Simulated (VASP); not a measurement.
```
SnO2
1.0
    4.76128     0.00000     0.00000
    0.00000     4.77064     0.00000
    0.00000     0.00000     3.20834
Sn O
2 4
Cartesian
  2.38064   2.38532   1.60417
  4.76128   0.00000   0.00000
  1.44432   1.47101   0.00000
  3.31696   3.29963   0.00000
  3.82497   0.91431   1.60417
  0.93632   3.85633   1.60417
```

Calculation: r2SCAN meta-GGA, VASP's PBE PAW potentials (set 64) (plane waves; VASP). Numerical set-up: 520 eV cut-off, 5×5×8 Γ-centred mesh, tetrahedra with Blöchl corrections, potentials Sn_d O.

Unless said otherwise, spin-orbit coupling is left out, though it shifts the bands of the heavy elements here.

Task: What does the run give for the energy per atom (σ→0), band gap (over mesh and band path) with the smallest direct gap where there is one?

Result: 
```yaml
band gap (over mesh and band path): 1.73 eV
smallest direct gap (over mesh and band path): 1.73 eV
energy per atom (σ→0): -14.105 eV/atom
```

The absolute energy has meaning only against runs of the same code, potentials and settings.

The structure comes from a computed database's SnO2 entry (Pnnm); how it stands against other phases isn't given here. It was relaxed first.
